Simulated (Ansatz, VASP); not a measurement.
## PrBi3H: VASP beside Ansatz

Contents of INCAR:

```
PREC = Accurate
ENCUT = 520
EDIFF = 1E-6
ISMEAR = 0
SIGMA = 0.1
LREAL = False
LASPH = True
NELM = 100
ALGO = Normal
ISIF = 2
LWAVE = False
LCHARG = False
GGA = PE
NBANDS = 38
```

Contents of KPOINTS:

```
regular mesh
0
Gamma
  4 4 4
```

File POSCAR:

```
PrBi3H
1.0
    5.1751031700      0.0000000000      0.0000000000
    0.0000000000      5.1751031700      0.0000000000
    0.0000000000      0.0000000000      5.1751031700
Pr Bi H
1 3 1
Direct
    0.5000000000      0.5000000000      0.5000000000
    0.0000000000      0.5000000000      0.5000000000
    0.5000000000      0.0000000000      0.5000000000
    0.5000000000      0.5000000000      0.0000000000
    0.0000000000      0.0000000000      0.0000000000
```

Input for Ansatz:

```yaml
crystal:
  lattice:
    - [5.17510317, 0.0, 0.0]
    - [0.0, 5.17510317, 0.0]
    - [0.0, 0.0, 5.17510317]
  atoms:
    - { symbol: Pr, position: [0.5, 0.5, 0.5] }
    - { symbol: Bi, position: [0.0, 0.5, 0.5] }
    - { symbol: Bi, position: [0.5, 0.0, 0.5] }
    - { symbol: Bi, position: [0.5, 0.5, 0.0] }
    - { symbol: H, position: [0.0, 0.0, 0.0] }
basis:
  ecutwfc: 660
kpoints:
  mp_grid: { grid: [4, 4, 4] }
hamiltonian:
  xc: pbe
  pseudopotentials:
    kind: paw
    azcp: { Pr: "pseudopotentials/pbe/nc/lanthanide_3plus/Pr.nc.azcp" }
scf:
  occupations: { method: gaussian, width: 0.1 }
  lower_state_search: "off"
output:
  forces: true
  stress: true
  eigenvalues: true
```

Alike in both runs: task single point; functional PBE; k mesh 4 × 4 × 4; occupations gaussian, width 0.1 eV; no spin polarisation.

```csv
,VASP,Ansatz
version,VASP 6.6.1,Ansatz 0.2.0
potentials or method,"VASP PAW PBE potentials, release 64 (Pr, Bi_d, H)","scalar-relativistic, plane waves, PAW"
plane-wave cutoff (eV),520,660
valence electrons in the cell,59,57
```

|  | VASP | Ansatz | Ansatz less VASP |
| --- | --- | --- | --- |
| gap on the k mesh at the Fermi level (eV) | none | none | - |
| pressure (GPa) | 26.7 | 32.0 | +5.32 |

A gap of «none» marks a metal or a gap that the smearing closes. The two sets of potentials don't hold the same shells in valence.

Caveats: so large a pressure means that the cell lies far from this level's equilibrium, or that cutoff or potentials fall short (VASP); spin-orbit coupling is left out, which moves the levels of the heavy elements; without U or exact exchange the open f shell lies at the Fermi level, which spoils levels, moments and volumes. Spin polarisation is off, so any magnetic state and its effect on volume and gap are missing.
